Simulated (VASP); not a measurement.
# Vacuum and the quasiparticle gap of a sheet of SnSe2, part 2 of 5

Wanted: the quasiparticle gap of a sheet of SnSe2, and how far the repeats disturb it.

VASP 6.6.1, plane waves and PAW; the level of theory is named at each step.

So far. Step 2 (Relaxation): At PBE, with these data sets, the largest force is down to 0.0088 eV/Å.

## (3) Ground state

This step: PBE; plane waves and PAW (Sn_d_GW, Se_GW) (VASP 6.6.1).

The orbitals come from a self-consistent PBE run with a tight EDIFF and a narrow smearing. KPOINTS_OPT adds the bands along a path, which shows whether the mesh holds the band edges.

The input, INCAR:

```
SYSTEM = SnSe2
PREC = Accurate
ENCUT = 300
EDIFF = 1E-08
NELM = 100
ISMEAR = 0
SIGMA = 0.01
LREAL = .FALSE.
ALGO = Normal
GGA = PE
NBANDS = 19
LORBIT = 11
LWAVE = .TRUE.
LCHARG = .FALSE.
KPAR = 8
```

The input, POSCAR:

```
SnSe2
1.0
    3.8545658600      0.0000000000      0.0000000000
   -1.9272829300      3.3381519553      0.0000000000
    0.0000000000      0.0000000000     11.0000000000
Sn Se
1 2
Direct
    0.0000000000      0.0000000000      0.5000000000
    0.3333333333      0.6666666667      0.6455576789
    0.6666666667      0.3333333333      0.3544423211
```

The input, KPOINTS:

```
Automatic mesh
0
Gamma
9 9 1
0 0 0
```

The input, KPOINTS_OPT:

```
Line mode
12
Line-mode
Reciprocal
  0.00000000   0.00000000   0.00000000 GAMMA
  0.50000000   0.00000000   0.00000000 M

  0.50000000   0.00000000   0.00000000 M
  0.33333333   0.33333333   0.00000000 K

  0.33333333   0.33333333   0.00000000 K
  0.00000000   0.00000000   0.00000000 GAMMA

  0.00000000   0.00000000   0.00000000 GAMMA
  0.00000000   0.00000000   0.50000000 A

  0.00000000   0.00000000   0.50000000 A
  0.50000000   0.00000000   0.50000000 L

  0.50000000   0.00000000   0.50000000 L
  0.33333333   0.33333333   0.50000000 H

  0.33333333   0.33333333   0.50000000 H
  0.00000000   0.00000000   0.50000000 A

  0.50000000   0.00000000   0.50000000 L
  0.50000000   0.00000000   0.00000000 M

  0.33333333   0.33333333   0.00000000 K
  0.33333333   0.33333333   0.50000000 H
```

Potentials, in the order of the species: Sn_d_GW and Se_GW (PBE family, release 64).

Launch:

```console
$ mpirun -np 8 vasp_std
```

The program printed:

```text
[banner, memory and clock lines left out]
running    8 mpi-ranks, on    1 nodes
 distrk:  each k-point on    1 cores,    8 groups
 distr:  one band on    1 cores,    1 groups

 POSCAR found type information on POSCAR SnSe
 POSCAR found :  2 types and       3 ions
 [... a notice as in an earlier step ...]

 LDA part: xc-table for (Slater+PW92), standard interpolation
 POSCAR, INCAR and KPOINTS ok, starting setup
 FFT: planning ... GRIDC
 FFT: planning ... GRID_SOFT
 FFT: planning ... GRID
 WAVECAR not read
 entering main loop
       N       E                     dE             d eps       ncg     rms          rms(c)
DAV:   1     0.191328052169E+03    0.19133E+03   -0.81532E+03   602   0.288E+03
DAV:   2     0.104312427877E+02   -0.18090E+03   -0.17526E+03   792   0.638E+02
DAV:   3    -0.108119676920E+02   -0.21243E+02   -0.21170E+02   738   0.119E+02
DAV:   4    -0.120634349862E+02   -0.12515E+01   -0.12505E+01   720   0.235E+01
DAV:   5    -0.121339420494E+02   -0.70507E-01   -0.70503E-01   777   0.924E+00    0.641E+00
DAV:   6    -0.118637815616E+02    0.27016E+00   -0.59320E-01   744   0.213E+01    0.397E+00
DAV:   7    -0.118424954007E+02    0.21286E-01   -0.20734E-01   653   0.505E+00    0.105E+00
DAV:   8    -0.118401921922E+02    0.23032E-02   -0.25660E-02   602   0.393E+00    0.117E-01
DAV:   9    -0.118400439342E+02    0.14826E-03   -0.34195E-03   612   0.119E+00    0.348E-02
DAV:  10    -0.118400323474E+02    0.11587E-04   -0.28404E-04   560   0.112E-01    0.151E-02
DAV:  11    -0.118400037762E+02    0.28571E-04   -0.70926E-05   642   0.919E-02    0.111E-02
DAV:  13    -0.118400238719E+02   -0.23754E-04   -0.10524E-05   478   0.244E-02    0.332E-03
DAV:  14    -0.118400268403E+02   -0.29684E-05   -0.14591E-06   589   0.116E-02    0.157E-03
DAV:  15    -0.118400275362E+02   -0.69588E-06   -0.40717E-07   631   0.735E-03    0.950E-04
DAV:  16    -0.118400275169E+02    0.19302E-07   -0.59723E-08   624   0.259E-03    0.355E-04
DAV:  17    -0.118400275019E+02    0.15002E-07   -0.42608E-09   415   0.783E-04    0.188E-04
DAV:  18    -0.118400275097E+02   -0.77730E-08   -0.27706E-09   417   0.875E-04
   1 F= -.11840028E+02 E0= -.11840028E+02  d E =-.252017E-22
 Start KPOINTS_OPT (optional k-point list driver)
k-point batch [1-12\108]
       N       E                     dE             ncg
DAV:   1    -0.120906096966E+04   -0.48428E+04      570
DAV:   2    -0.341370849687E+04   -0.22046E+04      808
DAV:   3    -0.371438570584E+04   -0.30068E+03      764
DAV:   4    -0.372462285694E+04   -0.10237E+02      690
DAV:   5    -0.372589360310E+04   -0.12707E+01      804
DAV:   6    -0.372589779336E+04   -0.41903E-02      692
DAV:   7    -0.372589799750E+04   -0.20415E-03      732
DAV:   8    -0.372589800033E+04   -0.28214E-05      671
DAV:   9    -0.372589800054E+04   -0.21072E-06      588
DAV:  10    -0.372589800054E+04   -0.38640E-08      554
[...]
k-point batch [97-108\108]
       N       E                     dE             ncg
DAV:   1    -0.143281740532E+04   -0.95644E+04      575
DAV:   2    -0.357565390268E+04   -0.21428E+04      768
DAV:   3    -0.383214963060E+04   -0.25650E+03      762
DAV:   4    -0.384129572744E+04   -0.91461E+01      680
DAV:   5    -0.384242248196E+04   -0.11268E+01      872
DAV:   6    -0.384242495706E+04   -0.24751E-02      576
DAV:   7    -0.384242509210E+04   -0.13504E-03      848
DAV:   8    -0.384242509260E+04   -0.49580E-06      584
DAV:   9    -0.384242509262E+04   -0.21871E-07      680
DAV:  10    -0.384242509262E+04   -0.26726E-08      488
 writing wavefunctions
```

It took 15 s on 8 MPI ranks of Intel Xeon 6975P-C (Granite Rapids), shared host; peak memory 1.7 GiB.

OUTCAR, selected parts (step 3):

```text
The static configuration has the point symmetry D_3d.

 Found     12 irreducible k-points:

   k-points           NKPTS =     12   k-points in BZ     NKDIM =     12   number of bands    NBANDS=     19

   dimension x,y,z NGX =    24 NGY =   24 NGZ =   64
   dimension x,y,z NGXF=    48 NGYF=   48 NGZF=  128

   ENCUT  =  300.0 eV  22.05 Ry    4.70 a.u.   5.44  5.44 15.53*2*pi/ulx,y,z

   NELECT =      26.0000    total number of electrons

 E-fermi :  -0.9006

 k-point     1 :       0.0000    0.0000    0.0000
  band No.  band energies     occupation
    ...
      9      -2.0575      2.00000
     10      -1.4274      2.00000
     11      -1.4274      2.00000
     12      -1.0447      2.00000
     13      -1.0447      2.00000
     14       0.5281      0.00000
     15       2.0968      0.00000
     16       3.6054      0.00000
     17       3.6054      0.00000
     18       4.3543      0.00000
    ...

 k-point     2 :       0.1111    0.0000    0.0000
  band No.  band energies     occupation
    ...
      9      -2.3882      2.00000
     10      -2.0069      2.00000
     11      -1.7858      2.00000
     12      -1.6263      2.00000
     13      -0.9672      2.00000
     14       1.0724      0.00000
     15       2.7008      0.00000
     16       3.4317      0.00000
     17       3.8718      0.00000
     18       4.7306      0.00000
    ...

  Total        0.0494373      0.0494373     -0.1713977     -0.0000000     -0.0000000     -0.0000000
  in kB        0.5596174      0.5596174     -1.9401764     -0.0000000     -0.0000000     -0.0000000
  external PRESSURE =      -0.2736472 kB  Pullay stress =       0.0000000 kB

  energy-cutoff  :      300.00
  volume of cell :      141.54
      direct lattice vectors                 reciprocal lattice vectors
     3.854565860  0.000000000  0.000000000     0.259432589  0.149783475  0.000000000
    -1.927282930  3.338151955  0.000000000     0.000000000  0.299566950  0.000000000
     0.000000000  0.000000000 11.000000000     0.000000000  0.000000000  0.090909091

 POSITION                                       TOTAL-FORCE (eV/Angst)
 -----------------------------------------------------------------------------------
      0.00000      0.00000      5.50000         0.000000     -0.000000     -0.000000
     -0.00000      2.22543      7.10113        -0.000000      0.000000     -0.007061
      1.92728      1.11272      3.89887         0.000000      0.000000      0.007061
 -----------------------------------------------------------------------------------
    total drift:                                0.000000      0.000000      0.000000

  FREE ENERGIE OF THE ION-ELECTRON SYSTEM (eV)
  ---------------------------------------------------
  free  energy   TOTEN  =       -11.8400275097 eV

  energy  without entropy=      -11.8400275097  energy(sigma->0) =      -11.84002751

 total charge
# of ion       s       p       d       f       tot
--------------------------------------------------
    1        1.025   0.935  10.162   0.032  12.154
    2        1.476   2.264   0.024   0.000   3.764
    3        1.476   2.264   0.024   0.000   3.764
--------------------------------------------------
tot          3.977   5.463  10.209   0.032  19.682

[... 2 parts as in an earlier step ...]

[... 7 further parts left out ...]
```

Numbers from this step:

```
free energy (TOTEN)               : -11.84 eV
Fermi energy                      : -0.9006 eV
least gap on mesh and path        : 0.7616 eV
least direct gap on mesh and path : 1.091 eV
```

The highest empty bands on the path are converged less tightly, to about 0.1 eV. The electronic bands at the labelled points (eV, zero at the valence-band top; v1 is the highest filled band, c1 the lowest empty one):

```csv
point,v4,v3,v2,v1,c1,c2,c3,c4
Γ,-0.46,-0.46,-0.08,-0.08,1.49,3.06,4.57,4.57
0.45 of the way,-1.69,-1.41,-0.84,-0.07,1.93,3.95,5.32,5.37
M,-2.25,-2.16,-0.70,-0.33,0.76,4.06,5.39,5.67
0.45 of the way,-2.89,-2.44,-0.80,-0.67,1.43,4.94,5.26,5.62
K,-3.55,-3.18,-0.82,-0.82,1.77,5.22,5.22,6.52
0.45 of the way,-2.83,-1.58,-1.01,-0.45,2.07,4.69,5.08,5.64
Γ,-0.46,-0.46,-0.08,-0.08,1.49,3.06,4.57,4.57
0.55 of the way,-0.46,-0.46,-0.08,-0.08,1.51,3.06,4.57,4.57
A,-0.46,-0.46,-0.08,-0.08,1.52,3.06,4.57,4.57
0.45 of the way,-1.69,-1.41,-0.85,-0.07,1.93,4.00,5.35,5.37
L,-2.25,-2.16,-0.70,-0.33,0.76,4.06,5.34,5.66
0.45 of the way,-2.89,-2.44,-0.80,-0.67,1.43,4.94,5.25,5.59
H,-3.55,-3.18,-0.82,-0.82,1.77,5.20,5.20,6.50
0.45 of the way,-2.83,-1.58,-1.01,-0.45,2.07,4.64,5.21,5.60
A,-0.46,-0.46,-0.08,-0.08,1.52,3.06,4.57,4.57
jump to L,-2.25,-2.16,-0.70,-0.33,0.76,4.06,5.34,5.66
0.45 of the way,-2.25,-2.16,-0.70,-0.33,0.76,4.06,5.36,5.67
M,-2.25,-2.16,-0.70,-0.33,0.76,4.06,5.39,5.67
jump to K,-3.55,-3.18,-0.82,-0.82,1.77,5.22,5.22,6.52
0.55 of the way,-3.55,-3.18,-0.82,-0.82,1.77,5.21,5.21,6.51
H,-3.55,-3.18,-0.82,-0.82,1.77,5.20,5.20,6.50
```

The electronic bands as a text plot (rows in eV, shown from -7.0 to 4.6 only):

```
    4.3 |+++  +++ +          +++++++++  +++  +         +++++
    3.8 |  +++   +             +      ++   ++            +  ++
    3.4 |++                     +   ++                    +
    2.9 |                        +++                       +
    2.4 |                   +++                        ++
    1.9 | +++        +++++++   ++    +++        +++++++  ++   +++
    1.4 |+   ++    ++            ++++   ++    ++           +
    0.9 |      ++++                       ++++              ++
    0.5 |
    0.0 |*******               ***********               ***
   -0.5 |**   ******** ***************   ******** ************
   -1.0 |*****      *********************      *************  ***
   -1.5 |   **             ** **      ***             ****
   -1.9 |  * *****        *   *         *****        *  *   **
   -2.4 |   *  ******   **  **        *   *****    **  *    **
   -2.9 |          *****  ***          *      *** *  ***
   -3.4 |    **      *******            **     ********       ***
   -3.9 |      **   ** ***                *    ** ***
   -4.4 |        ***                       ****             **
   -4.8 |
   -5.3 |
   -5.8 |*****              *************              *****
   -6.3 |     **          **             *           **
   -6.8 |       **********                ***********       *****
         Γ       M    K          Γ A        L    H        A|LM|KH
```

The cell has a gap of 0.762 eV on mesh and path. Spin-orbit coupling is left out, which can shift or reorder these edges.

## (4) Empty bands, box 11 Å

The next step needs empty bands that the ground-state run didn't converge, so the Hamiltonian is diagonalised exactly for NBANDS bands, in a single step. LOPTICS writes the k-derivatives of the orbitals (WAVEDER), which give the long-wavelength limit of the screening.

The input, INCAR:

```
SYSTEM = SnSe2
PREC = Accurate
ENCUT = 300
ISMEAR = 0
SIGMA = 0.01
LREAL = .FALSE.
GGA = PE
NBANDS = 280
ALGO = Exact
NELM = 1
LWAVE = .TRUE.
LCHARG = .FALSE.
LOPTICS = .TRUE.
NEDOS = 1000
CSHIFT = 0.1
```

POSCAR is that of step 3.

KPOINTS is that of step 3.

Launch:

```console
$ mpirun -np 8 vasp_std
```

The program printed:

```text
[banner, memory and clock lines left out]
running    8 mpi-ranks, on    1 nodes
 distrk:  each k-point on    8 cores,    1 groups
 distr:  one band on    1 cores,    8 groups

 POSCAR found type information on POSCAR SnSe
 POSCAR found :  2 types and       3 ions
 [... a notice as in an earlier step ...]

 LDA part: xc-table for (Slater+PW92), standard interpolation
 found WAVECAR, reading the header
  number of bands has changed, file:    19 present:   280
  trying to continue reading WAVECAR, but it might fail
 POSCAR, INCAR and KPOINTS ok, starting setup
 FFT: planning ... GRIDC
 FFT: planning ... GRID_SOFT
 FFT: planning ... GRID
 reading WAVECAR
 random initialization beyond band           19
 the WAVECAR file was read successfully
 initial charge from wavefunction
 entering main loop
       N       E                     dE             d eps       ncg     rms          rms(c)
DIA:   1    -0.118400275070E+02   -0.11840E+02    0.00000E+00     0   0.000E+00
   1 F= -.11840028E+02 E0= -.11840028E+02  d E =-.103513E-21
 writing wavefunctions
 optical routines
 imaginary and real dielectric function
 recalculating local potential from charge density
 direction            1
 direction            2
 direction            3
```

Run time: 18 s. Hardware: 8 MPI ranks; peak memory 2 GiB; 1.8 min of CPU time.

OUTCAR, selected parts (step 4):

```text
The static configuration has the point symmetry D_3d.

 Found     12 irreducible k-points:

   k-points           NKPTS =     12   k-points in BZ     NKDIM =     12   number of bands    NBANDS=    280

   NELECT =      26.0000    total number of electrons

 E-fermi :  -0.9017

 k-point     2 :       0.1111    0.0000    0.0000
  band No.  band energies     occupation
    ...
      9      -2.3882      2.00000
     10      -2.0069      2.00000
     11      -1.7858      2.00000
     12      -1.6263      2.00000
     13      -0.9672      2.00000
     14       1.0724      0.00000
     15       2.7008      0.00000
     16       3.4317      0.00000
     17       3.8717      0.00000
     18       4.7306      0.00000
    ...

 k-point     4 :       0.3333    0.0000    0.0000
  band No.  band energies     occupation
    ...
      9      -4.6610      2.00000
     10      -3.1605      2.00000
     11      -2.8306      2.00000
     12      -1.6772      2.00000
     13      -1.1778      2.00000
     14       0.3023      0.00000
     15       3.1560      0.00000
     16       4.4599      0.00000
     17       4.6724      0.00000
     18       5.3174      0.00000
    ...

  Total        0.0496152      0.0496152     -0.1711033      0.0000000     -0.0000000     -0.0000000
  in kB        0.5616307      0.5616307     -1.9368441      0.0000000     -0.0000000     -0.0000000
  external PRESSURE =      -0.2711943 kB  Pullay stress =       0.0000000 kB

 POSITION                                       TOTAL-FORCE (eV/Angst)
 -----------------------------------------------------------------------------------
      0.00000      0.00000      5.50000        -0.000000      0.000000      0.000000
     -0.00000      2.22543      7.10113         0.000000     -0.000000     -0.007037
      1.92728      1.11272      3.89887        -0.000000      0.000000      0.007037
 -----------------------------------------------------------------------------------
    total drift:                                0.000000      0.000000      0.000000

  FREE ENERGIE OF THE ION-ELECTRON SYSTEM (eV)
  ---------------------------------------------------
  free  energy   TOTEN  =       -11.8400275070 eV

  energy  without entropy=      -11.8400275070  energy(sigma->0) =      -11.84002751

 plasma frequency squared (from intraband transitions) (eV^2)
  --------------------------------------------------------------------------------------
       0.000      -0.000      -0.000
       0.000       0.000      -0.000
      -0.000      -0.000       0.000

[... 11 parts as in an earlier step ...]

[... 1 further part left out ...]
```

The gap is read on the k-mesh alone, so it is an upper bound where the band edges lie off the mesh.

Numbers from this step:

```yaml
gap_on_the_k_mesh: 0.8205 eV
least_direct_gap_on_the_k_mesh: 1.135 eV
```

WAVECAR now holds 280 bands for 26 electrons.

(Continued in part 3 of 5.)

[Lines on the potential files, build, host, timing and source positions are cut from VASP's logs without a mark.]

[Logs are printed without paths, hosts, clocks, repeated set-up lines and the standing remarks that a program may print on its own settings, such as how far it seeks lower states.]

[Hosts, paths, dates, database ids (printed as entryN), source tags and the programs' standing remarks are cut or masked in the printed files.]

[Pressures printed for these runs are not shown converged in the cutoff: they can be off by several GPa and have the wrong sign.]
